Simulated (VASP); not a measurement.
A run of VASP 6.6.1:

Contents of INCAR:

```
ALGO     = Normal         # electronic algorithm
EDIFF    = 1E-6           # SCF threshold, eV
ENCUT    = 520            # plane-wave cutoff, eV
ISIF     = 2              # what is computed and relaxed
ISMEAR   = 0              # smearing method
ISPIN    = 2              # spin polarisation
KPAR     = 8            
LASPH    = T              # aspherical terms in the spheres
LCHARG   = F              # write CHGCAR
LMAXMIX  = 4              # l up to which the mixer works
LMIXTAU  = T            
LORBIT   = 11             # projections on sites
LREAL    = F              # projectors in reciprocal space
LWAVE    = F              # write WAVECAR
MAGMOM   = 1 1 0 0.6 0    # initial moments
METAGGA  = R2SCAN         # meta-GGA
NBANDS   = 40             # bands
NELM     = 150            # most SCF steps
PREC     = Accurate       # precision mode
SIGMA    = 0.1            # smearing width, eV
```

The input KPOINTS:

```
k-points
0
Gamma
  12 12 4
```

File POSCAR:

```
NiMoIrPdW
1.0
    2.7675900000      0.0000000000      0.0000000000
   -1.3837950000      2.3968030000      0.0000000000
    0.0000000000      0.0000000000     11.0225200000
Ni Mo Pd Ir W
1 1 1 1 1
Direct
    0.3333330000      0.6666670000      0.5971800000
    0.0000000000      0.0000000000      0.4107400000
    0.6666670000      0.3333330000      0.7950390000
    0.6666670000      0.3333330000      0.1997760000
    0.3333330000      0.6666670000      0.9971750000
```

Potentials or basis: VASP PAW PBE potentials, release 64 (Ni, Mo_sv, Pd, Ir, W_sv).

The run is started by

```bash
$ cat potpaw_PBE.64/Ni/POTCAR potpaw_PBE.64/Mo_sv/POTCAR potpaw_PBE.64/Pd/POTCAR potpaw_PBE.64/Ir/POTCAR potpaw_PBE.64/W_sv/POTCAR > POTCAR
$ mpirun -np 8 vasp_std > vasp.out
```

Hardware: 8 MPI ranks on Intel(R) Xeon(R) Platinum 8488C (Sapphire Rapids) (shared host).

Question: Estimate the wall time of this run.

Answer: Wall time 4.4 min on 8 MPI ranks on Intel(R) Xeon(R) Platinum 8488C (Sapphire Rapids), on a shared host, peak memory 0.6 GiB a rank. Counts: scf iterations 26, k points 69.
